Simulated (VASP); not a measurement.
Given:

```yaml
crystal:
  lattice:
    - [0.00000, 3.29000, 3.29000]
    - [3.29000, 0.00000, 3.29000]
    - [3.29000, 3.29000, 0.00000]
  atoms:
    - { symbol: Rb, position: [0.00000, 0.00000, 0.00000] }
    - { symbol: Cl, position: [0.50000, 0.50000, 0.50000] }
```

Level of theory: Bethe-Salpeter equation (Tamm-Dancoff) on G0W0 levels and PBE orbitals, VASP's PBE PAW potentials (set 64) (plane waves; VASP). Numerical set-up: PREC = Normal, 500 eV cut-off, 6×6×6 Γ-centred mesh, Gaussian smearing of 0.010 eV, potentials Rb_sv_GW Cl_GW.

The mesh is coarse, so the spectrum and binding energies are not converged.

The BSE takes 3 valence and 4 conduction bands in the Tamm-Dancoff approximation; the smallest direct G0W0 gap on the mesh is 7.58 eV.

### Question
Where does the first bright exciton lie on this mesh?

### Answer
At 6.56 eV. Its distance from the direct gap isn't converged on a mesh this coarse and overstates the binding.

(ħω (eV), ε₂): (0.00, 0.00); (0.20, 0.00); (0.40, 0.00); (0.60, 0.00); (0.80, 0.00); (1.00, 0.00); (1.20, 0.00); (1.40, 0.00); (1.60, 0.00); (1.80, 0.00); (2.10, 0.01); (2.30, 0.01); (2.50, 0.01); (2.70, 0.01); (2.90, 0.01); (3.10, 0.01); (3.30, 0.01); (3.50, 0.01); (3.70, 0.01); (3.90, 0.02); (4.10, 0.02); (4.30, 0.02); (4.50, 0.03); (4.70, 0.03); (4.90, 0.04); (5.10, 0.04); (5.30, 0.06); (5.50, 0.07); (5.70, 0.10); (5.90, 0.16); (6.20, 0.43); (6.40, 1.56); (6.60, 4.39); (6.80, 1.07); (7.00, 1.78); (7.20, 1.57); (7.40, 0.59); (7.60, 0.72); (7.80, 2.34); (8.00, 4.61)

The compound is RbCl in the rock salt structure. The cell was not relaxed at this level.
